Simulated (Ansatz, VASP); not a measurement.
# One calculation of CaBr, two programs

```
CELL_PARAMETERS angstrom
3.91702 0.00000 0.00000
-1.95851 3.39224 0.00000
0.00000 0.00000 4.34103
ATOMIC_POSITIONS crystal
Ca 0.00000 0.00000 0.00000
Br 0.33333 0.66667 0.50000
```

The cell comes from a database or a generator and needn't be the stable form of this composition.

Alike in both runs: task single point; functional PBE; k mesh 6 × 6 × 4; occupations gaussian, width 0.1 eV; no spin polarisation.

|  | VASP | Ansatz |
| --- | --- | --- |
| version | VASP 6.6.1 | Ansatz 0.2.0 |
| potentials or method | VASP PAW PBE potentials, release 64 (Ca_sv, Br) | scalar-relativistic, plane waves, PAW |
| plane-wave cutoff (eV) | 520 | 420 |
| valence electrons in the cell | 17 | 17 |

|  | VASP | Ansatz | Ansatz less VASP |
| --- | --- | --- | --- |
| gap on the k mesh at the Fermi level (eV) | none | none | - |
| pressure (GPa) | 0.5 | 0.4 | -0.06 |
| largest component of the traceless stress (GPa) | 0.59 | 0.57 | -0.020 |

A gap of «none» marks a metal or a gap that the smearing closes. The functional is the same, so the differences come from potentials, cutoffs and numerics.

Caveats: the k mesh is coarse (spacing up to 0.36 Å⁻¹), so the values aren't converged; an odd number of electrons without spin polarisation forces a metal; a magnetic or distorted state may lie lower.
